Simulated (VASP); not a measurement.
The input files of a VASP run:

KPOINTS:
```
Regular mesh
0
G
  5 5 5
```

**INCAR**
```
SYSTEM = TaV2
PREC = Accurate
ENCUT = 300
EDIFF = 1E-6
NELM = 100
ALGO = Normal
LREAL = .FALSE.
LASPH = .TRUE.
ISMEAR = -1
SIGMA = 0.1
LMAXMIX = 6
LWAVE = .FALSE.
LCHARG = .FALSE.
ISIF = 2
ISPIN = 2
MAGMOM = 0.0 0.0 2.0 2.0 2.0 2.0
LORBIT = 11
```

File POSCAR:
```
TaV2
1
    0.0000000000     3.5800000000     3.5800000000
    3.5800000000     0.0000000000     3.5800000000
    3.5800000000     3.5800000000     0.0000000000
Ta V
2 4
Direct
  0.0000000000   0.0000000000   0.0000000000
  0.2500000000   0.2500000000   0.2500000000
  0.6250000000   0.6250000000   0.6250000000
  0.1250000000   0.6250000000   0.6250000000
  0.6250000000   0.6250000000   0.1250000000
  0.6250000000   0.1250000000   0.6250000000
```

POTCAR, in this order: Ta_pv V_sv (LDA.64 set). Program: vasp_std.

**Question.** Write an equivalent input for Ansatz.

**Answer.** One equivalent input (not run):
Ansatz 0.2 input:
```yaml
crystal:
  lattice:
    - [0.0000000, 3.5800000, 3.5800000]
    - [3.5800000, 0.0000000, 3.5800000]
    - [3.5800000, 3.5800000, 0.0000000]
  atoms:
    - { symbol: Ta, position: [0.0000000, 0.0000000, 0.0000000] }
    - { symbol: Ta, position: [0.2500000, 0.2500000, 0.2500000] }
    - { symbol: V, position: [0.6250000, 0.6250000, 0.6250000], spin: 2 }
    - { symbol: V, position: [0.1250000, 0.6250000, 0.6250000], spin: 2 }
    - { symbol: V, position: [0.6250000, 0.6250000, 0.1250000], spin: 2 }
    - { symbol: V, position: [0.6250000, 0.1250000, 0.6250000], spin: 2 }
kpoints:
  mp_grid: { grid: [5, 5, 5] }
hamiltonian:
  xc: lda
  pseudopotentials: { kind: paw }
magnetization: { spin_polarized: true }
scf:
  occupations: { method: fermi_dirac, width: 0.1 }
  max_iter: 100
output: { forces: true, stress: true, eigenvalues: true }
```
Limits of the translation: each code has its own PAW files, so the cut-off isn't converted (ENCUT is set for VASP's; basis.ecutwfc is left out, and Ansatz then takes the one that its files recommend); Ansatz stops its SCF on the density residual and VASP on the energy change (EDIFF); Ansatz's lda is the Perdew-Wang form, while the LDA potentials of VASP carry Perdew-Zunger's.

The structure comes from a measured TaV2 entry of the Crystallography Open Database, whose conditions weren't checked. The cell was not relaxed at this level. The k-mesh is coarse (spacing up to 0.30 per Å, 2π included), so the numbers may not be converged in it. The run is one of a series of settings (GGA removed, POTCAR Ta_pv V_sv (LDA.64 set) against the base run), some of them coarse on purpose.
